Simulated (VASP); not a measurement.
An input for Quantum ESPRESSO's pw.x (written as the equivalent of a VASP run, and not itself run):

```
&CONTROL
  calculation = 'vc-relax'
  pseudo_dir = './pseudo'
  outdir = './out'
  tprnfor = .true.
  tstress = .true.
  nstep = 60
  forc_conv_thr = 0.00039
/
&SYSTEM
  ibrav = 0
  nat = 2
  ntyp = 2
  ecutwfc = 58
  occupations = 'smearing'
  smearing = 'gaussian'
  degauss = 0.003675
  input_dft = 'vdw-df-ob86'
/
&ELECTRONS
  conv_thr = 7.3e-08
  electron_maxstep = 100
/
&IONS
/
&CELL
/
ATOMIC_SPECIES
  Cs 132.905 Cs.upf
  Cl 35.450 Cl.upf
CELL_PARAMETERS angstrom
     4.0905083    0.0000000   -0.0000000
    -0.0000000    4.0905083   -0.0000000
     0.0000000    0.0000000    4.0905083
ATOMIC_POSITIONS crystal
  Cs   0.0000000  0.0000000  0.0000000
  Cl   0.5000000  0.5000000  0.5000000
K_POINTS automatic
  6 6 6 0 0 0
```

Question: Write the VASP files for the same calculation (optB86b-vdW).

Answer: One answer among several that fit: 
**INCAR**
```
SYSTEM = CsCl
PREC = Accurate
ENCUT = 520
EDIFF = 1E-6
NELM = 100
ALGO = Normal
LREAL = .FALSE.
LASPH = .TRUE.
ISMEAR = 0
SIGMA = 0.05
GGA = MK
PARAM1 = 0.1234
PARAM2 = 1.0
LUSE_VDW = .TRUE.
AGGAC = 0.0
LMAXMIX = 4
LWAVE = .FALSE.
LCHARG = .FALSE.
IBRION = 2
ISIF = 3
NSW = 60
EDIFFG = -0.01
```

POSCAR:
```
CsCl
1.0
  4.0905082695   0.0000000000   0.0000000000
  0.0000000000   4.0905082695   0.0000000000
  0.0000000000   0.0000000000   4.0905082695
Cs Cl
1 1
Cartesian
  0.0000000000   0.0000000000   0.0000000000
  2.0452541347   2.0452541347   2.0452541347
```

File KPOINTS:
```
Automatic mesh
0
Gamma
6 6 6
0 0 0
```

POTCAR, in this order: Cs_sv Cl (PBE.64 set). Program: vasp_std.

The two are equivalent in intent, not identical: the potentials are each code's own (VASP's PAW set, PseudoDojo norm-conserving files in pw.x), so ENCUT and ecutwfc are chosen apart and not converted; conv_thr bounds pw.x's estimated SCF error, while EDIFF bounds the energy change between steps; forc_conv_thr acts on force components and is met together with etot_conv_thr.

The compound is CsCl in the CsCl type structure. It was relaxed first. The start is the result of an earlier pass.
